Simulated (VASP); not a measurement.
Calculation: PBE GGA, VASP's PBE PAW potentials (set 64) (plane waves; VASP).

VASP ran on this input.

### INCAR
```
EDIFF = 1E-6   ! SCF stop (eV)
SIGMA = 0.1   ! width (eV)
LASPH = .TRUE.   ! aspherical one-centre terms
ALGO = Normal
PREC = Accurate
LREAL = .FALSE.   ! projection in real space or not
SYSTEM = Zr
NELM = 100   ! most electronic steps
LMAXMIX = 4
LWAVE = .FALSE.
ISMEAR = 1
ISIF = 2   ! forces and stress, cell fixed
ENCUT = 400
GGA = PE
LCHARG = .FALSE.
```

**POSCAR**
```
Zr
3.29460
  0.5000000000  -0.8660253142   0.0000000000
  0.5000000000   0.8660253142   0.0000000000
  0.0000000000   0.0000000000   1.5944272446
Zr
2
direct
  0.3333330000   0.6666670000   0.2500000000
  0.6666670000   0.3333330000   0.7500000000
```

KPOINTS:
```
Automatic mesh
0
Monkhorst-Pack
2 2 1
0 0 0
```

POTCAR, in this order: Zr_sv (PBE.64 set). Program: vasp_std.

### Question
Estimate the energy per atom (σ→0), pressure.

### Answer

```json
{
  "energy per atom (σ→0)": "-8.555 eV/atom",
  "pressure": "-3.58 GPa"
}
```

**OSZICAR**
```
...
DAV:   6    -0.172568912551E+02    0.69995E+00   -0.11229E+00    64   0.901E+00    0.468E+00
DAV:   7    -0.171052890154E+02    0.15160E+00   -0.71753E-01    88   0.621E+00    0.118E+00
DAV:   8    -0.171092423964E+02   -0.39534E-02   -0.42375E-02    80   0.156E+00    0.306E-01
DAV:   9    -0.171094962359E+02   -0.25384E-03   -0.27502E-03    72   0.534E-01    0.391E-02
DAV:  10    -0.171094475299E+02    0.48706E-04   -0.74030E-05   112   0.583E-02    0.220E-02
DAV:  11    -0.171094439108E+02    0.36191E-05   -0.12896E-05    72   0.420E-02    0.478E-03
DAV:  12    -0.171094441973E+02   -0.28646E-06   -0.69476E-07    56   0.727E-03
   1 F= -.17109444E+02 E0= -.17110411E+02  d E =0.289895E-02
```

The compound is Zr in the hcp structure. The cell was not relaxed at this level. The k-mesh is coarse (spacing up to 1.20 per Å, 2π included), so the numbers may not be converged in it. The run is one of a series of settings (KPOINTS 2×2×1 Monkhorst-Pack mesh against the base run), some of them coarse on purpose.
